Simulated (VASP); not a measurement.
An input for Quantum ESPRESSO's pw.x (written as the equivalent of a VASP run, and not itself run):

```
&CONTROL
  calculation = 'vc-relax'
  pseudo_dir = './pseudo'
  outdir = './out'
  tprnfor = .true.
  tstress = .true.
  nstep = 60
  forc_conv_thr = 0.00039
/
&SYSTEM
  ibrav = 0
  nat = 2
  ntyp = 2
  ecutwfc = 82
  occupations = 'smearing'
  smearing = 'methfessel-paxton'
  degauss = 0.00735
  input_dft = 'pbe'
/
&ELECTRONS
  conv_thr = 7.3e-08
  electron_maxstep = 100
/
&IONS
/
&CELL
/
ATOMIC_SPECIES
  Hf 178.490 Hf.upf
  C 12.011 C.upf
CELL_PARAMETERS angstrom
     0.0000000    2.3200000    2.3200000
     2.3200000    0.0000000    2.3200000
     2.3200000    2.3200000    0.0000000
ATOMIC_POSITIONS crystal
  Hf   0.0000000  0.0000000  0.0000000
  C    0.5000000  0.5000000  0.5000000
K_POINTS automatic
  12 12 12 0 0 0
```

Task: Write the VASP files for the same calculation (PBE).

Result: This is not unique; one that fits is 
INCAR:
```
SYSTEM = HfC
PREC = Accurate
ENCUT = 530
EDIFF = 1E-6
NELM = 100
ALGO = Normal
LREAL = .FALSE.
LASPH = .TRUE.
ISMEAR = 1
SIGMA = 0.1
GGA = PE
LMAXMIX = 6
LWAVE = .FALSE.
LCHARG = .FALSE.
IBRION = 2
ISIF = 3
NSW = 60
EDIFFG = -0.01
```

POSCAR:
```
HfC
1
    0.0000000000     2.3200000000     2.3200000000
    2.3200000000     0.0000000000     2.3200000000
    2.3200000000     2.3200000000     0.0000000000
Hf C
1 1
Direct
  0.0000000000   0.0000000000   0.0000000000
  0.5000000000   0.5000000000   0.5000000000
```

KPOINTS:
```
Automatic mesh
0
Gamma
12 12 12
0 0 0
```

POTCAR, in this order: Hf_pv C (PBE.64 set). Program: vasp_std.

The two are equivalent in intent, not identical: the potentials are each code's own (VASP's PAW set, PseudoDojo norm-conserving files in pw.x), so ENCUT and ecutwfc are chosen apart and not converted; conv_thr bounds pw.x's estimated SCF error, while EDIFF bounds the energy change between steps; forc_conv_thr acts on force components and is met together with etot_conv_thr.

The compound is HfC in the rock salt structure. This run relaxes it. Symmetry was kept, so distortions that lower it aren't found.
